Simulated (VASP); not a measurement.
Level of theory: PBEsol GGA + U (Dudarev), VASP's PBE PAW potentials (set 64) (plane waves; VASP).

A VASP calculation is set up with these files.

File KPOINTS:
```
Automatic mesh
0
Gamma
7 7 4
0 0 0
```

### INCAR
```
# general
SYSTEM    =  Tm2SO2
PREC      =  Accurate
ENCUT     =  400   # plane-wave cut-off (eV)
LREAL     =  .FALSE.
LASPH     =  .TRUE.   # aspherical one-centre terms

# electronic loop
EDIFF     =  1E-6   # SCF stop (eV)
NELM      =  100   # most electronic steps
ALGO      =  Normal   # blocked Davidson
LMAXMIX   =  6   # l cut-off of mixed one-centre charges

# smearing
ISMEAR    =  -1   # Fermi-Dirac
SIGMA     =  0.1   # width (eV)

# functional
GGA       =  PS

# spin
ISPIN     =  2   # spin-polarised
MAGMOM    =  2*2.0 3*0.0

# DFT+U
LDAU      =  .TRUE.
LDAUTYPE  =  2
LDAUL     =  3 -1 -1
LDAUU     =  4.0 0 0
LDAUJ     =  0 0 0

# ions
ISIF      =  2   # forces and stress, cell fixed

# output
LWAVE     =  .FALSE.
LCHARG    =  .FALSE.
LORBIT    =  11   # lm-projected
```

### POSCAR
```
Tm2SO2
3.6703860
  1.0000000000   0.0000000000   0.0000000000
 -0.5000000000   0.8660252627   0.0000000000
  0.0000000000   0.0000000000   1.7427197031
Tm S O
2 1 2
Cartesian
 -0.0000005000   0.5773504638   0.4910984123
  0.5000005000   0.2886747989   1.2516212907
  0.0000000000   0.0000000000   0.0000000000
 -0.0000005000   0.5773504638   1.0961706932
  0.5000005000   0.2886747989   0.6465490098
```

POTCAR, in this order: Tm S O (PBE.64 set). Program: vasp_std.

The run wrote:

**OSZICAR**
```
...
DAV:  12    -0.364206696324E+02    0.10114E+01   -0.11347E+00  7904   0.531E+01    0.376E+01
DAV:  13    -0.361743331647E+02    0.24634E+00   -0.64211E-01  8488   0.310E+01    0.358E+01
DAV:  14    -0.363043270723E+02   -0.12999E+00   -0.43635E-01  8512   0.207E+01    0.452E+01
DAV:  15    -0.359497059903E+02    0.35462E+00   -0.42384E-01  7496   0.471E+01    0.419E+01
DAV:  16    -0.357780272627E+02    0.17168E+00   -0.19529E-01  8864   0.213E+01    0.378E+01
DAV:  17    -0.357069754010E+02    0.71052E-01   -0.12064E-01  8520   0.249E+01    0.369E+01
DAV:  18    -0.356411292240E+02    0.65846E-01   -0.13475E-01  8792   0.260E+01    0.346E+01
DAV:  19    -0.356097074318E+02    0.31422E-01   -0.14222E-01  8600   0.232E+01    0.321E+01
DAV:  20    -0.356304048128E+02   -0.20697E-01   -0.17385E-01  8840   0.708E+00    0.323E+01
DAV:  21    -0.356379426907E+02   -0.75379E-02   -0.78624E-02  7776   0.104E+00    0.351E+01
DAV:  22    -0.356384256855E+02   -0.48299E-03   -0.37883E-03  8704   0.492E-01    0.356E+01
DAV:  23    -0.356334894130E+02    0.49363E-02   -0.32048E-03  6720   0.505E+00    0.351E+01
DAV:  24    -0.356134075421E+02    0.20082E-01   -0.34693E-02  6872   0.114E+01    0.336E+01
DAV:  25    -0.356324408734E+02   -0.19033E-01   -0.50545E-02  8168   0.127E+01    0.325E+01
DAV:  26    -0.356276846819E+02    0.47562E-02   -0.95393E-03  8048   0.692E+00    0.311E+01
DAV:  27    -0.356553620926E+02   -0.27677E-01   -0.26556E-02  7912   0.124E+01    0.312E+01
DAV:  28    -0.356566569377E+02   -0.12948E-02   -0.38166E-02  7672   0.176E+01    0.285E+01
DAV:  29    -0.356504899836E+02    0.61670E-02   -0.66077E-02  7160   0.188E+01    0.241E+01
DAV:  30    -0.356535355020E+02   -0.30455E-02   -0.22353E-02  7944   0.196E+00    0.226E+01
DAV:  31    -0.356538360216E+02   -0.30052E-03   -0.42387E-03  8736   0.592E-01    0.223E+01
DAV:  32    -0.356576615684E+02   -0.38255E-02   -0.17962E-03  8296   0.350E+00    0.217E+01
DAV:  33    -0.356572059295E+02    0.45564E-03   -0.62756E-04  8744   0.348E-01    0.218E+01
DAV:  34    -0.356579201269E+02   -0.71420E-03   -0.23596E-03  8192   0.163E+00    0.226E+01
DAV:  35    -0.356579486276E+02   -0.28501E-04   -0.16568E-04  6664   0.622E-02    0.226E+01
DAV:  36    -0.356586641223E+02   -0.71549E-03   -0.39557E-04  7888   0.125E+00    0.225E+01
DAV:  37    -0.356603539605E+02   -0.16898E-02   -0.26488E-03  7128   0.504E+00    0.236E+01
DAV:  38    -0.356549357629E+02    0.54182E-02   -0.27160E-02  6968   0.114E+01    0.209E+01
DAV:  39    -0.356563254587E+02   -0.13897E-02   -0.10490E-02  7536   0.832E-01    0.201E+01
DAV:  40    -0.356595612231E+02   -0.32358E-02   -0.14317E-03  8688   0.283E+00    0.192E+01
DAV:  41    -0.356653927329E+02   -0.58315E-02   -0.23954E-03  8152   0.426E+00    0.181E+01
DAV:  42    -0.356757233302E+02   -0.10331E-01   -0.19573E-02  7872   0.854E+00    0.141E+01
DAV:  43    -0.356829902132E+02   -0.72669E-02   -0.13030E-02  8376   0.488E+00    0.130E+01
DAV:  44    -0.356845566491E+02   -0.15664E-02   -0.39432E-03  8896   0.220E+00    0.120E+01
DAV:  45    -0.356871302342E+02   -0.25736E-02   -0.50422E-03  7736   0.451E+00    0.123E+01
DAV:  46    -0.356930273176E+02   -0.58971E-02   -0.37999E-03  8248   0.343E+00    0.108E+01
DAV:  47    -0.356970447080E+02   -0.40174E-02   -0.31927E-03  8784   0.189E+00    0.102E+01
DAV:  48    -0.357018429391E+02   -0.47982E-02   -0.21016E-03  8704   0.385E+00    0.926E+00
DAV:  49    -0.357131946453E+02   -0.11352E-01   -0.10266E-02  8296   0.638E+00    0.889E+00
DAV:  50    -0.357122381732E+02    0.95647E-03   -0.44686E-03  8072   0.451E+00    0.914E+00
DAV:  51    -0.357503850985E+02   -0.38147E-01   -0.61375E-02  8328   0.160E+01    0.130E+01
DAV:  52    -0.357615508142E+02   -0.11166E-01   -0.30518E-02  8072   0.195E+00    0.139E+01
DAV:  53    -0.357561682325E+02    0.53826E-02   -0.41994E-03  8728   0.239E+00    0.135E+01
DAV:  54    -0.357566775807E+02   -0.50935E-03   -0.13619E-03  8616   0.471E-01    0.135E+01
DAV:  55    -0.357513650309E+02    0.53125E-02   -0.72764E-04  8408   0.107E+00    0.133E+01
DAV:  56    -0.357565876935E+02   -0.52227E-02   -0.23501E-03  7696   0.520E+00    0.140E+01
DAV:  57    -0.357551329060E+02    0.14548E-02   -0.13678E-03  8624   0.105E+00    0.142E+01
DAV:  58    -0.357563157952E+02   -0.11829E-02   -0.38330E-04  8488   0.836E-01    0.144E+01
DAV:  59    -0.357562298562E+02    0.85939E-04   -0.44658E-04  8576   0.126E+00    0.141E+01
DAV:  60    -0.357546363913E+02    0.15935E-02   -0.88458E-05  7864   0.787E-01    0.139E+01
DAV:  61    -0.357509440711E+02    0.36923E-02   -0.58258E-03  7920   0.609E+00    0.147E+01
DAV:  62    -0.357519345090E+02   -0.99044E-03   -0.10564E-03  8272   0.101E+00    0.153E+01
DAV:  63    -0.357518714285E+02    0.63081E-04   -0.46915E-04  8520   0.125E-01    0.153E+01
DAV:  64    -0.357522864860E+02   -0.41506E-03   -0.38121E-05  7544   0.794E-02    0.153E+01
DAV:  65    -0.357510484239E+02    0.12381E-02   -0.12624E-04  8064   0.746E-01    0.151E+01
DAV:  66    -0.357236769221E+02    0.27372E-01   -0.22869E-02  7808   0.110E+01    0.803E+00
DAV:  67    -0.357302470813E+02   -0.65702E-02   -0.14616E-02  7920   0.548E+00    0.783E+00
DAV:  68    -0.357194831935E+02    0.10764E-01   -0.22511E-02  8240   0.316E+00    0.590E+00
DAV:  69    -0.357164198655E+02    0.30633E-02   -0.10327E-02  8144   0.338E+00    0.519E+00
DAV:  70    -0.357135011019E+02    0.29188E-02   -0.46579E-03  8520   0.311E+00    0.444E+00
DAV:  71    -0.357083027455E+02    0.51984E-02   -0.11541E-02  8712   0.579E+00    0.443E+00
DAV:  72    -0.357090531220E+02   -0.75038E-03   -0.46701E-03  8224   0.192E+00    0.437E+00
DAV:  73    -0.357074672253E+02    0.15859E-02   -0.29211E-03  8640   0.766E-01    0.387E+00
DAV:  74    -0.357071155561E+02    0.35167E-03   -0.70951E-04  8640   0.597E-01    0.373E+00
DAV:  75    -0.357073549918E+02   -0.23944E-03   -0.16194E-04  8320   0.214E-01    0.376E+00
DAV:  76    -0.357032820049E+02    0.40730E-02   -0.12254E-02  7992   0.788E+00    0.230E+00
DAV:  77    -0.357038546711E+02   -0.57267E-03   -0.40268E-03  7848   0.181E+00    0.211E+00
DAV:  78    -0.357018245983E+02    0.20301E-02   -0.33351E-03  8608   0.227E+00    0.185E+00
DAV:  79    -0.357011997833E+02    0.62481E-03   -0.91824E-04  8528   0.128E+00    0.180E+00
DAV:  80    -0.357017636978E+02   -0.56391E-03   -0.50147E-04  8488   0.119E+00    0.182E+00
DAV:  81    -0.357014457685E+02    0.31793E-03   -0.77622E-04  8368   0.203E+00    0.190E+00
DAV:  82    -0.357019413561E+02   -0.49559E-03   -0.15071E-03  8264   0.378E+00    0.205E+00
DAV:  83    -0.357025929018E+02   -0.65155E-03   -0.15748E-03  8704   0.291E+00    0.220E+00
DAV:  84    -0.357027750829E+02   -0.18218E-03   -0.15208E-03  8432   0.364E-01    0.211E+00
DAV:  85    -0.357027552810E+02    0.19802E-04   -0.25884E-04  7784   0.449E-01    0.220E+00
DAV:  86    -0.357037840317E+02   -0.10288E-02   -0.40308E-03  7040   0.580E+00    0.260E+00
DAV:  87    -0.357049026944E+02   -0.11187E-02   -0.29719E-03  8528   0.513E+00    0.333E+00
DAV:  88    -0.357050075398E+02   -0.10485E-03   -0.16926E-03  8248   0.297E+00    0.304E+00
DAV:  89    -0.357059463587E+02   -0.93882E-03   -0.30956E-03  7752   0.173E+00    0.276E+00
DAV:  90    -0.357067781263E+02   -0.83177E-03   -0.24105E-03  8680   0.205E+00    0.260E+00
DAV:  91    -0.357087225081E+02   -0.19444E-02   -0.37519E-03  8656   0.395E+00    0.304E+00
DAV:  92    -0.357092682920E+02   -0.54578E-03   -0.35687E-03  8160   0.107E+00    0.310E+00
DAV:  93    -0.357092119650E+02    0.56327E-04   -0.36820E-04  8888   0.359E-01    0.309E+00
DAV:  94    -0.357096702016E+02   -0.45824E-03   -0.27747E-04  8256   0.107E+00    0.308E+00
DAV:  95    -0.357103251949E+02   -0.65499E-03   -0.47472E-04  8224   0.123E+00    0.327E+00
DAV:  96    -0.357116114521E+02   -0.12863E-02   -0.69959E-03  7360   0.843E+00    0.495E+00
DAV:  97    -0.357081763250E+02    0.34351E-02   -0.64854E-03  7800   0.814E+00    0.261E+00
DAV:  98    -0.357049853505E+02    0.31910E-02   -0.63829E-03  8136   0.336E+00    0.234E+00
DAV:  99    -0.357055420853E+02   -0.55673E-03   -0.31105E-03  7896   0.675E-01    0.232E+00
DAV: 100    -0.357055693991E+02   -0.27314E-04   -0.80513E-04  8584   0.206E+00
   1 F= -.35705569E+02 E0= -.35584026E+02  d E =-.243087E+00  mag=     3.9333
```

File OUTCAR:
```
------------------------ aborting loop EDIFF was not reached (unconverged)  ----------------------------
  FORCE on cell =-STRESS in cart. coord.  units (eV):
  Direction    XX          YY          ZZ          XY          YZ          ZX
  --------------------------------------------------------------------------------------
  Total        0.9445348      0.9445345      0.5006031      0.0000000      0.0000000     -0.0000000
  in kB       20.2784717     20.2784651     10.7475824      0.0000000      0.0000000     -0.0000000
  external PRESSURE =      17.1015064 kB  Pullay stress =       0.0000000 kB
  volume of cell :       74.63
      direct lattice vectors                 reciprocal lattice vectors
     3.670386000  0.000000000  0.000000000     0.272450908  0.157299631  0.000000000
    -1.835193000  3.178647000  0.000000000     0.000000000  0.314599262  0.000000000
     0.000000000  0.000000000  6.396454000     0.000000000  0.000000000  0.156336620
 POSITION                                       TOTAL-FORCE (eV/Angst)
 -----------------------------------------------------------------------------------
     -0.00000      2.11910      1.80252         0.000000      0.000000      0.038170
      1.83519      1.05955      4.59393        -0.000000     -0.000000     -0.038170
      0.00000      0.00000      0.00000         0.000000      0.000000      0.000000
     -0.00000      2.11910      4.02337        -0.000000      0.000000      0.135639
      1.83519      1.05955      2.37308         0.000000     -0.000000     -0.135639
 -----------------------------------------------------------------------------------
    total drift:                               -0.000000      0.000000      0.000000
  FREE ENERGIE OF THE ION-ELECTRON SYSTEM (eV)
  ---------------------------------------------------
  free  energy   TOTEN  =       -35.7055693991 eV

  energy  without entropy=      -35.4624819670  energy(sigma->0) =      -35.58402568

 total charge

# of ion       s       p       d       f       tot
--------------------------------------------------
    1        2.137   6.058   0.649  12.237  21.081
    2        2.137   6.058   0.649  12.237  21.081
    3        1.317   2.477   0.000   0.000   3.794
    4        1.583   3.491   0.000   0.000   5.073
    5        1.583   3.491   0.000   0.000   5.073
--------------------------------------------------
tot          8.756  21.574   1.299  24.474  56.102

 magnetization (x)

# of ion       s       p       d       f       tot
--------------------------------------------------
    1        0.002  -0.012   0.012   1.822   1.824
    2        0.002  -0.012   0.012   1.822   1.824
    3        0.002   0.071   0.000   0.000   0.073
    4        0.001   0.057   0.000   0.000   0.057
    5        0.001   0.057   0.000   0.000   0.057
--------------------------------------------------
tot          0.008   0.160   0.024   3.644   3.835
```
(Selected blocks of OUTCAR.)

stdout:
```
...
DAV:  81    -0.357014457685E+02    0.31793E-03   -0.77622E-04  8368   0.203E+00    0.190E+00
DAV:  82    -0.357019413561E+02   -0.49559E-03   -0.15071E-03  8264   0.378E+00    0.205E+00
DAV:  83    -0.357025929018E+02   -0.65155E-03   -0.15748E-03  8704   0.291E+00    0.220E+00
DAV:  84    -0.357027750829E+02   -0.18218E-03   -0.15208E-03  8432   0.364E-01    0.211E+00
DAV:  85    -0.357027552810E+02    0.19802E-04   -0.25884E-04  7784   0.449E-01    0.220E+00
DAV:  86    -0.357037840317E+02   -0.10288E-02   -0.40308E-03  7040   0.580E+00    0.260E+00
DAV:  87    -0.357049026944E+02   -0.11187E-02   -0.29719E-03  8528   0.513E+00    0.333E+00
DAV:  88    -0.357050075398E+02   -0.10485E-03   -0.16926E-03  8248   0.297E+00    0.304E+00
DAV:  89    -0.357059463587E+02   -0.93882E-03   -0.30956E-03  7752   0.173E+00    0.276E+00
DAV:  90    -0.357067781263E+02   -0.83177E-03   -0.24105E-03  8680   0.205E+00    0.260E+00
DAV:  91    -0.357087225081E+02   -0.19444E-02   -0.37519E-03  8656   0.395E+00    0.304E+00
DAV:  92    -0.357092682920E+02   -0.54578E-03   -0.35687E-03  8160   0.107E+00    0.310E+00
DAV:  93    -0.357092119650E+02    0.56327E-04   -0.36820E-04  8888   0.359E-01    0.309E+00
DAV:  94    -0.357096702016E+02   -0.45824E-03   -0.27747E-04  8256   0.107E+00    0.308E+00
DAV:  95    -0.357103251949E+02   -0.65499E-03   -0.47472E-04  8224   0.123E+00    0.327E+00
DAV:  96    -0.357116114521E+02   -0.12863E-02   -0.69959E-03  7360   0.843E+00    0.495E+00
DAV:  97    -0.357081763250E+02    0.34351E-02   -0.64854E-03  7800   0.814E+00    0.261E+00
DAV:  98    -0.357049853505E+02    0.31910E-02   -0.63829E-03  8136   0.336E+00    0.234E+00
DAV:  99    -0.357055420853E+02   -0.55673E-03   -0.31105E-03  7896   0.675E-01    0.232E+00
DAV: 100    -0.357055693991E+02   -0.27314E-04   -0.80513E-04  8584   0.206E+00

 -----------------------------------------------------------------------------
|                                                                             |
|           W    W    AA    RRRRR   N    N  II  N    N   GGGG   !!!           |
|           W    W   A  A   R    R  NN   N  II  NN   N  G    G  !!!           |
|           W    W  A    A  R    R  N N  N  II  N N  N  G       !!!           |
|           W WW W  AAAAAA  RRRRR   N  N N  II  N  N N  G  GGG   !            |
|           WW  WW  A    A  R   R   N   NN  II  N   NN  G    G                |
|           W    W  A    A  R    R  N    N  II  N    N   GGGG   !!!           |
|                                                                             |
|     The electronic self-consistency was not achieved in the given           |
|     number of steps (NELM). The forces and other quantities evaluated       |
|     might not be reliable so examine the results carefully. If you find     |
|     spurious results, we suggest increasing NELM, if you were close to      |
|     convergence or switching to a different ALGO or adjusting the           |
|     density mixing parameters otherwise.                                    |
|                                                                             |
 -----------------------------------------------------------------------------

   1 F= -.35705569E+02 E0= -.35584026E+02  d E =-.243087E+00  mag=     3.9333
```

Convergence was not reached.

At this cut-off the stress carries a Pulay error, which pulls relaxed volumes low. The moments were started parallel, and other spin orders were not tried in this run.

The structure comes from a measured Tm2SO2 entry of the Crystallography Open Database, whose conditions weren't checked. The cell was not relaxed at this level. The run is one of a series of settings (LDAU = .TRUE., LDAUJ = 0 0 0, LDAUL = 3 -1 -1, LDAUTYPE = 2, LDAUU = 4.0 0 0 against the base run), some of them coarse on purpose. A gapless solution with U can be a metastable orbital state.
